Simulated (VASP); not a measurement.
Input for VASP

**POSCAR**
```
Na
1
   -2.1726000000     2.1726000000     2.1726000000
    2.1726000000    -2.1726000000     2.1726000000
    2.1726000000     2.1726000000    -2.1726000000
Na
1
Direct
  0.0000000000   0.0000000000   0.0000000000
```

### KPOINTS
```
Automatic mesh
0
Gamma
3 3 3
0 0 0
```

**INCAR**
```
SYSTEM = Na
PREC = Accurate
ENCUT = 400
EDIFF = 1E-6
NELM = 100
ALGO = Normal
LREAL = .FALSE.
LASPH = .TRUE.
ISMEAR = 0
SIGMA = 0.001
GGA = PE
LWAVE = .FALSE.
LCHARG = .FALSE.
ISIF = 2
```

POTCAR, in this order: Na_pv (PBE.64 set). Program: vasp_std.

What VASP printed:

standard output:
```
 POSCAR found type information on POSCAR Na
 POSCAR found :  1 types and       1 ions
 Reading from existing POTCAR
 Reading from existing POTCAR
 LDA part: xc-table for (Slater+PW92), standard interpolation
 POSCAR, INCAR and KPOINTS ok, starting setup
 WAVECAR not read
 entering main loop
       N       E                     dE             d eps       ncg     rms          rms(c)
DAV:   1     0.185250639827E+02    0.18525E+02   -0.32196E+03    56   0.645E+02
DAV:   2    -0.104904864207E+01   -0.19574E+02   -0.19574E+02    56   0.139E+02
DAV:   3    -0.143200322111E+01   -0.38295E+00   -0.38295E+00    91   0.252E+01
DAV:   4    -0.143377921216E+01   -0.17760E-02   -0.17760E-02    70   0.127E+00
DAV:   5    -0.143382427690E+01   -0.45065E-04   -0.45065E-04    91   0.185E-01    0.201E-01
DAV:   6    -0.143363162145E+01    0.19266E-03   -0.56171E-04    84   0.381E-01    0.136E-01
DAV:   7    -0.143356944038E+01    0.62181E-04   -0.11648E-03    63   0.457E-01    0.155E-02
DAV:   8    -0.143355911055E+01    0.10330E-04   -0.54778E-05    70   0.165E-01    0.303E-03
DAV:   9    -0.143355970725E+01   -0.59670E-06   -0.23573E-07    49   0.697E-03
   1 F= -.14335597E+01 E0= -.14335356E+01  d E =-.481816E-04
```

### OUTCAR
```
------------------------ aborting loop because EDIFF is reached ----------------------------------------
  FORCE on cell =-STRESS in cart. coord.  units (eV):
  Direction    XX          YY          ZZ          XY          YZ          ZX
  --------------------------------------------------------------------------------------
  Total       -0.2936013     -0.2936013     -0.2936013      0.0000000     -0.0000000      0.0000000
  in kB      -11.4675123    -11.4675123    -11.4675123      0.0000000     -0.0000000      0.0000000
  external PRESSURE =     -11.4675123 kB  Pullay stress =       0.0000000 kB
  volume of cell :       41.02
      direct lattice vectors                 reciprocal lattice vectors
    -2.172600000  2.172600000  2.172600000     0.000000000  0.230139004  0.230139004
     2.172600000 -2.172600000  2.172600000     0.230139004  0.000000000  0.230139004
     2.172600000  2.172600000 -2.172600000     0.230139004  0.230139004  0.000000000
 POSITION                                       TOTAL-FORCE (eV/Angst)
 -----------------------------------------------------------------------------------
      0.00000      0.00000      0.00000         0.000000      0.000000     -0.000000
 -----------------------------------------------------------------------------------
    total drift:                                0.000000     -0.000000      0.000000
  FREE ENERGIE OF THE ION-ELECTRON SYSTEM (eV)
  ---------------------------------------------------
  free  energy   TOTEN  =        -1.4335597072 eV

  energy  without entropy=       -1.4335115257  energy(sigma->0) =       -1.43353562
```
(Selected blocks of OUTCAR.)

Q: Read input and log: which fault does this run have?
A) POTCAR lists the elements in another order than POSCAR
B) a metal was run with a tiny SIGMA on a coarse mesh
C) the mesh has unequal divisions along equivalent axes and breaks the lattice's symmetry
D) NBANDS is too small to hold all electrons

A: B, a metal was run with a tiny SIGMA on a coarse mesh. The run ends without an error. Against the sound run, the energy per atom (σ→0) decreases by 0.127 eV/atom; the pressure falls by 0.30 GPa.

To mend it, set ISMEAR = 1, set SIGMA = 0.1, correct KPOINTS.
KPOINTS:
```
Automatic mesh
0
Gamma
9 9 9
0 0 0
```
The mended run (PBE GGA, plane waves, VASP's PBE PAW potentials (set 64)) converges, and its OSZICAR ends with
```
   1 F= -.13062643E+01 E0= -.13061989E+01  d E =-.196309E-03
```

The compound is Na in the bcc structure. The cell was not relaxed at this level.
